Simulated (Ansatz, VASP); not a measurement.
# GaCuSe2: VASP beside Ansatz, part 2 of 2

Aim: how closely do two programs agree when they are given the same cell, functional and k mesh? The cell is taken from a series of runs on this material, whose earlier steps may have relaxed, scaled, displaced or heated it; both programs get it as it stands.

VASP 6.6.1 and Ansatz 0.2.0.

So far: Set-up; Ansatz: G0W0 gap, PBE, DFT+U.

In doubt: one-shot GW on d or f shells is unsure (step 2), so the values of those runs are not to be relied on.

## Step 3: VASP: G0W0 gap, PBE, DFT+U

Level of this step: G0W0 on PBE+U, no spin polarisation; plane waves and PAW (Ga_d_GW, Cu_sv_GW, Se_GW) (VASP).

The same cell, functional and mesh now go to VASP, with its own data sets.

Lines of VASP's logs that name or quote its potential files are left out, and so is its time.

The run reads the wave functions of an earlier VASP run, which isn't shown here.

INCAR

```
SYSTEM = GaCuSe2
PREC = Accurate
ENCUT = 500
ISMEAR = 0
SIGMA = 0.01
LREAL = .FALSE.
GGA = PE
NBANDS = 784
LASPH = .TRUE.
LMAXMIX = 4
ALGO = EVGW0
NELMGW = 1
ENCUTGW = 150
NOMEGA = 64
PRECFOCK = Fast
NBANDSGW = 64
LWAVE = .FALSE.
LCHARG = .FALSE.
```

POSCAR

```
GaCuSe2
1.0
   -2.8095500000      2.8095500000      5.5130000000
    2.8095500000     -2.8095500000      5.5130000000
    2.8095500000      2.8095500000     -5.5130000000
Ga Cu Se
2 2 4
Direct
    0.5000000000      0.5000000000      0.0000000000
    0.2500000000      0.7500000000      0.5000000000
    0.0000000000      0.0000000000      0.0000000000
    0.7500000000      0.2500000000      0.5000000000
    0.3750000000      0.3756200000      0.5006200000
    0.6243800000      0.1250000000      0.9993800000
    0.8750000000      0.8743800000      0.4993800000
    0.1256200000      0.6250000000      0.0006200000
```

KPOINTS

```
Automatic mesh
0
Gamma
4 4 4
0 0 0
```

PAW data sets: Ga_d_GW, Cu_sv_GW and Se_GW (PBE family, release 64).

The run is started by

```
> mpirun -np 16 vasp_std
```

Numbers of over 12 decimals in the logs are rounded to 6 here.

The program printed:

```text
[banner, memory and clock lines left out]
running   16 mpi-ranks, on    1 nodes
 distrk:  each k-point on   16 cores,    1 groups
 distr:  one band on    1 cores,   16 groups

 POSCAR found type information on POSCAR GaCuSe
 POSCAR found :  3 types and       8 ions
|                                                                             |
|           W    W    AA    RRRRR   N    N  II  N    N   GGGG   !!!           |
|           W    W   A  A   R    R  NN   N  II  NN   N  G    G  !!!           |
|           W    W  A    A  R    R  N N  N  II  N N  N  G       !!!           |
|           W WW W  AAAAAA  RRRRR   N  N N  II  N  N N  G  GGG   !            |
|           WW  WW  A    A  R   R   N   NN  II  N   NN  G    G                |
|           W    W  A    A  R    R  N    N  II  N    N   GGGG   !!!           |
|                                                                             |
|     For optimal performance we recommend to set                             |
|       NCORE = 2 up to number-of-cores-per-socket                            |
|     NCORE specifies how many cores store one orbital (NPAR=cpu/NCORE).      |
|     This setting can greatly improve the performance of VASP for DFT.       |
|     The default, NCORE=1 might be grossly inefficient on modern             |
|     multi-core architectures or massively parallel machines. Do your        |
|     Unfortunately you need to use the default for GW and RPA                |
|     calculations (for HF NCORE is supported but not extensively tested      |
|     yet).                                                                   |
|                                                                             |

|                                                                             |
|           W    W    AA    RRRRR   N    N  II  N    N   GGGG   !!!           |
|           W    W   A  A   R    R  NN   N  II  NN   N  G    G  !!!           |
|           W    W  A    A  R    R  N N  N  II  N N  N  G       !!!           |
|           W WW W  AAAAAA  RRRRR   N  N N  II  N  N N  G  GGG   !            |
|           WW  WW  A    A  R   R   N   NN  II  N   NN  G    G                |
|           W    W  A    A  R    R  N    N  II  N    N   GGGG   !!!           |
|                                                                             |
|     The default for ENCUTGWSOFT is different in this version of VASP.       |
|     please manually set ENCUTGWSOFT =150 in the INCAR file.                 |
|                                                                             |

 LDA part: xc-table for (Slater+PW92), standard interpolation
 found WAVECAR, reading the header
 POSCAR, INCAR and KPOINTS ok, starting setup
 FFT: planning ... GRIDC
 FFT: planning ... GRID_SOFT
 FFT: planning ... GRID
 reading WAVECAR
 the WAVECAR file was read successfully
 initial charge from wavefunction
 available memory per node:     17.65 GB, setting MAXMEM to     18071

 The Fermi energy was updated, please check that it is located mid-gap
 values below the HOMO (VB) or above the LUMO (CB) will cause erroneous energies
 E-fermi :   4.0630

 calculate exact exchange contribution
 the WAVEDER file was read successfully
|                                                                             |
|           W    W    AA    RRRRR   N    N  II  N    N   GGGG   !!!           |
|           W    W   A  A   R    R  NN   N  II  NN   N  G    G  !!!           |
|           W    W  A    A  R    R  N N  N  II  N N  N  G       !!!           |
|           W WW W  AAAAAA  RRRRR   N  N N  II  N  N N  G  GGG   !            |
|           WW  WW  A    A  R   R   N   NN  II  N   NN  G    G                |
|           W    W  A    A  R    R  N    N  II  N    N   GGGG   !!!           |
|                                                                             |
|     Automatic setting of frequency mesh for GW failed. Frequency mesh       |
|     properly not suitable for determining QP energies. Consider             |
|     increasing number of kpoints.                                           |
|                                                                             |

energies w=
    0.000    0.000    1.208    0.000    2.413    0.000    3.613    0.000
    4.806    0.000    5.988    0.000    7.160    0.000    8.318    0.000
    9.462    0.000   10.592    0.000   11.706    0.000   12.806    0.000
   13.890    0.000   14.960    0.000   16.017    0.000   17.061    0.000
   18.094    0.000   19.118    0.000   20.133    0.000   21.142    0.000
   22.147    0.000   23.149    0.000   24.150    0.000   25.152    0.000
   26.159    0.000   27.172    0.000   28.194    0.000   29.227    0.000
   30.275    0.000   31.340    0.000   32.426    0.000   33.537    0.000
   34.677    0.000   35.849    0.000   37.059    0.000   38.312    0.000
   39.614    0.000   40.972    0.000   42.393    0.000   43.887    0.000
   45.462    0.000   47.131    0.000   48.907    0.000   50.805    0.000
   52.843    0.000   55.043    0.000   57.431    0.000   60.038    0.000
   62.900    0.000   66.065    0.000   69.589    0.000   73.543    0.000
   78.019    0.000   83.134    0.000   89.041    0.000   95.945    0.000
  104.127    0.000  113.980    0.000  126.074    0.000  141.267    0.000
  160.911    0.000  187.270    0.000  224.445    0.000  280.708    0.000
 responsefunction array rank=     736
 LDA part: xc-table for (Slater+PW92), standard interpolation

 min. memory requirement per mpi rank   1322.8 MB, per node  21164.9 MB

 allocating   4 responsefunctions rank=   736
 shmem allocating  64 responsefunctions rank=   736
 response function shared by NCSHMEM nodes    1
 Doing            4  frequencies on each core in blocks of           64
NQ=   1    0.0000    0.0000    0.0000,
|.........|.........|.........|.........|.........|.........|.........|.........
 performed       5472000 updates of chi_q(r,r)
 total number of BLAS operations      23137.97 Gflops
NQ=   2    0.2500    0.0000    0.0000,
|.........|.........|.........|.........|.........|.........|.........|.........
 performed      15259000 updates of chi_q(r,r)
 total number of BLAS operations      64749.34 Gflops
NQ=   3    0.5000    0.0000    0.0000,
|.........|.........|.........|.........|.........|.........|.........|.........
 performed      23340000 updates of chi_q(r,r)
 total number of BLAS operations      99391.04 Gflops
NQ=   4    0.2500    0.2500    0.0000,
|.........|.........|.........|.........|.........|.........|.........|.........
 performed      32324000 updates of chi_q(r,r)
 total number of BLAS operations     137379.91 Gflops
NQ=   5    0.5000    0.2500    0.0000,
|.........|.........|.........|.........|.........|.........|.........|.........
 performed      42914000 updates of chi_q(r,r)
 total number of BLAS operations     181788.97 Gflops
NQ=   6   -0.2500    0.2500    0.0000,
|.........|.........|.........|.........|.........|.........|.........|.........
 performed      51095000 updates of chi_q(r,r)
 total number of BLAS operations     215720.37 Gflops
NQ=   7    0.5000    0.5000    0.0000,
|.........|.........|.........|.........|.........|.........|.........|.........
 performed      57570000 updates of chi_q(r,r)
 total number of BLAS operations     242279.13 Gflops
NQ=   8    0.2500    0.2500    0.2500,
|.........|.........|.........|.........|.........|.........|.........|.........
 performed      63343000 updates of chi_q(r,r)
 total number of BLAS operations     266488.98 Gflops
NQ=   9   -0.2500    0.2500    0.2500,
|.........|.........|.........|.........|.........|.........|.........|.........
 performed      71524000 updates of chi_q(r,r)
 total number of BLAS operations     300609.15 Gflops
NQ=  10    0.5000    0.5000    0.2500,
|.........|.........|.........|.........|.........|.........|.........|.........
 performed      79705000 updates of chi_q(r,r)
 total number of BLAS operations     335108.42 Gflops
NQ=  11   -0.2500    0.5000    0.2500,
|.........|.........|.........|.........|.........|.........|.........|.........
 performed      89492000 updates of chi_q(r,r)
 total number of BLAS operations     376605.71 Gflops
NQ=  12   -0.2500   -0.2500    0.2500,
|.........|.........|.........|.........|.........|.........|.........|.........
 performed      96068000 updates of chi_q(r,r)
 total number of BLAS operations     404411.11 Gflops
NQ=  13    0.5000    0.5000    0.5000,
|.........|.........|.........|.........|.........|.........|.........|.........
 performed     101540000 updates of chi_q(r,r)
 total number of BLAS operations     428125.50 Gflops
 resolving degeneracies of screened two electron integrals

 calculate QP shifts <psi_nk| G(iteration)W_0 |psi_nk>: iteration 1
 entering main loop
```

Parts of OUTCAR (step 3):

```text
ion  position               nearest neighbor table
   1  0.500  0.500  0.000-   7 2.42   8 2.42   5 2.42   6 2.42
   2  0.250  0.750  0.500-   5 2.42   6 2.42   8 2.42   7 2.42
   3  0.000  0.000  0.000-   6 2.42   8 2.42   7 2.42   5 2.42
   4  0.750  0.250  0.500-   5 2.42   7 2.42   6 2.42   8 2.42
   5  0.375  0.376  0.501-   2 2.42   1 2.42   4 2.42   3 2.42
   6  0.624  0.125  0.999-   2 2.42   1 2.42   4 2.42   3 2.42
   7  0.875  0.874  0.499-   1 2.42   2 2.42   3 2.42   4 2.42
   8  0.126  0.625  0.001-   1 2.42   2 2.42   3 2.42   4 2.42

  LATTYP: Found a body centered tetragonal cell.
 ALAT       =     5.6191000000
 C/A-ratio  =     1.9622359453

 Subroutine GETGRP returns: Found  8 space group operations
 (whereof  4 operations were pure point group operations)

The static configuration has the point symmetry S_4 .
 The point group associated with its full space group is D_2d.

 Found     13 irreducible k-points:

   k-points           NKPTS =     13   k-points in BZ     NKDIM =     64   number of bands    NBANDS=    784

   dimension x,y,z NGX =    50 NGY =   50 NGZ =   50
   dimension x,y,z NGXF=   100 NGYF=  100 NGZF=  100

   ENCUT  =  500.0 eV  36.75 Ry    6.06 a.u.  12.39 12.39 12.39*2*pi/ulx,y,z

   NELECT =      88.0000    total number of electrons

  energy-cutoff  :      500.00
  volume of cell :      174.07
      direct lattice vectors                 reciprocal lattice vectors
    -2.809550000  2.809550000  5.513000000     0.000000000  0.177964443  0.090694722
     2.809550000 -2.809550000  5.513000000     0.177964443  0.000000000  0.090694722
     2.809550000  2.809550000 -5.513000000     0.177964443  0.177964443  0.000000000

 k-points in reciprocal lattice and weights: Automatic mesh
   0.00000000  0.00000000  0.00000000       0.016
   0.25000000  0.00000000  0.00000000       0.125
   0.50000000  0.00000000  0.00000000       0.062
   0.25000000  0.25000000  0.00000000       0.125
   0.50000000  0.25000000  0.00000000       0.250
  -0.25000000  0.25000000  0.00000000       0.062
   0.50000000  0.50000000  0.00000000       0.031
   0.25000000  0.25000000  0.25000000       0.031
  -0.25000000  0.25000000  0.25000000       0.062
   0.50000000  0.50000000  0.25000000       0.062
  -0.25000000  0.50000000  0.25000000       0.125
  -0.25000000 -0.25000000  0.25000000       0.031
   0.50000000  0.50000000  0.50000000       0.016

 E-fermi :   4.0630

 QP shifts <psi_nk| G(iteration)W_0 |psi_nk>: iteration 1
 for sc-GW calculations column KS-energies equals QP-energies in previous step
 and V_xc(KS)=  KS-energies - (<T + V_ion + V_H > + <T+V_H+V_ion>^1  + <V_x>^1)
 k-point   1 :       0.0000    0.0000    0.0000
  band No.  KS-energies  QP-energies   sigma(KS)   V_xc(KS)     V^pw_x(r,r')   Z            occupation Imag(sigma)
    ...
     41       2.4136       1.7001     -28.3387     -27.3049     -35.6287       0.6901       2.0000       0.9009
     42       3.7370       3.1943     -22.1072     -21.3721     -26.1230       0.7382       2.0000       0.5064
     43       3.7370       3.1943     -22.1072     -21.3721     -26.1230       0.7382       2.0000       0.5064
     44       3.8766       3.3061     -22.4390     -21.6654     -26.5574       0.7374       2.0000       0.5123
     45       4.2495       4.6588     -10.8741     -11.3853      -7.6259       0.8006       0.0000      -0.2676
     46       5.7693       6.0803     -10.5271     -10.9160      -7.4110       0.7997       0.0000      -0.3283
     47       6.2138       6.6760     -12.4295     -13.0146      -9.3103       0.7900       0.0000      -0.3371
     48       7.9607       8.3883     -10.2912     -10.8293      -6.1895       0.7945       0.0000      -0.4650
    ...

 k-point   2 :       0.2500    0.0000    0.0000
  band No.  KS-energies  QP-energies   sigma(KS)   V_xc(KS)     V^pw_x(r,r')   Z            occupation Imag(sigma)
    ...
     41       2.5122       1.8119     -26.6633     -25.6639     -33.2260       0.7008       2.0000       0.8283
     42       2.8907       2.2717     -25.3254     -24.4552     -31.0573       0.7112       2.0000       0.7224
     43       3.3002       2.6802     -22.7490     -21.8995     -27.3297       0.7299       2.0000       0.5864
     44       3.6653       3.0480     -22.5718     -21.7311     -26.9182       0.7343       2.0000       0.5457
     45       5.5954       6.0190     -12.1903     -12.7262      -9.1096       0.7904       0.0000      -0.2951
     46       6.5221       7.0053     -11.8343     -12.4455      -8.4585       0.7907       0.0000      -0.3689
     47       6.7117       7.0794     -10.5056     -10.9662      -7.0636       0.7985       0.0000      -0.3763
     48       7.2635       7.7067     -10.6781     -11.2340      -6.9070       0.7972       0.0000      -0.4064
    ...

 k-point   3 :       0.5000    0.0000    0.0000
  band No.  KS-energies  QP-energies   sigma(KS)   V_xc(KS)     V^pw_x(r,r')   Z            occupation Imag(sigma)
    ...
     41       2.5929       1.9250     -27.4886     -26.5304     -34.2877       0.6971       2.0000       0.8468
     42       2.7394       2.0361     -25.7029     -24.7074     -31.8881       0.7065       2.0000       0.7824
     43       2.8513       2.1472     -25.1752     -24.1847     -31.0314       0.7108       2.0000       0.7421
     44       3.3921       2.7036     -23.0862     -22.1407     -27.8881       0.7281       2.0000       0.6082
     45       6.1847       6.7418     -11.8392     -12.5451      -8.3194       0.7893       0.0000      -0.3630
     46       6.5335       7.1090     -11.2373     -11.9642      -7.5456       0.7918       0.0000      -0.3925
     47       7.1761       7.5511      -9.7701     -10.2394      -5.8450       0.7991       0.0000      -0.4217
     48       8.0396       8.5947     -10.6594     -11.3587      -6.4347       0.7939       0.0000      -0.4724
    ...

 k-point   4 :       0.2500    0.2500    0.0000
  band No.  KS-energies  QP-energies   sigma(KS)   V_xc(KS)     V^pw_x(r,r')   Z            occupation Imag(sigma)
    ...
     41       2.6174       1.8979     -25.5773     -24.5600     -31.7778       0.7073       2.0000       0.7998
     42       2.8504       2.1370     -25.2699     -24.2649     -31.1938       0.7099       2.0000       0.7467
     43       3.4586       2.8192     -22.9431     -22.0672     -27.5265       0.7300       2.0000       0.5764
     44       3.5048       2.8566     -22.8636     -21.9768     -27.4349       0.7309       2.0000       0.5767
     45       5.3619       5.7945     -11.2088     -11.7531      -7.8639       0.7947       0.0000      -0.3142
     46       6.0849       6.5460     -11.8862     -12.4691      -8.6663       0.7910       0.0000      -0.3419
     47       6.7455       7.1530     -10.2113     -10.7207      -6.5066       0.8001       0.0000      -0.3844
     48       6.9134       7.3098     -10.0577     -10.5528      -6.3396       0.8006       0.0000      -0.3895
    ...

[... 4 further parts left out ...]
```

This run has no spin polarisation, so a moment on Cu, if there is one, isn't seen.

## Step 4: Differences

Known differences besides the potentials themselves: U acts on the PAW sphere in VASP and on atomic orbitals in Ansatz, so only states and trends compare; fixed occupations in Ansatz, narrow Gaussian smearing in VASP; the data sets hold 128 valence electrons in Ansatz (on its PAW soft_1 files) and 88 in VASP; the cutoff is 420 eV in Ansatz and 500 eV in VASP; Ansatz integrates over frequency by contour deformation, VASP on a grid of NOMEGA points; Ansatz's G0W0 levels solve the quasiparticle equation, VASP's are linearised. Total energies have different zeros and are not compared.

The two programs side by side:

```csv
quantity,Ansatz,VASP,difference
G0W0 gap on the mesh (eV),0.70,1.35,-0.65
Kohn-Sham gap under it (eV),0.24,0.37,-0.13
```

VASP's log warns that its frequency grid doesn't suit quasiparticle energies on this mesh.

## Step 5: Summary of results

```json
{
  "difference in G0W0 gap on the mesh (G0W0 gap, PBE, DFT+U)": "-0.65 eV"
}
```

In words: The difference in G0W0 gap on the mesh is -0.65 eV (G0W0 gap, PBE, DFT+U). The data sets hold unlike numbers of valence electrons (128 in Ansatz and 88 in VASP), so part of the differences may come from the potentials. What causes the difference of the G0W0 gap, PBE, DFT+U pair stays open here. How closely two codes agree says nothing of how well the functional describes the real material.

[Lines on the potential files, build, host, timing and source positions are cut from VASP's logs without a mark.]

[Logs are printed without paths, hosts, clocks, repeated set-up lines and the standing remarks that a program may print on its own settings, such as how far it seeks lower states.]

[Hosts, paths, dates, database ids (printed as entryN), source tags and the programs' standing remarks are cut or masked in the printed files.]
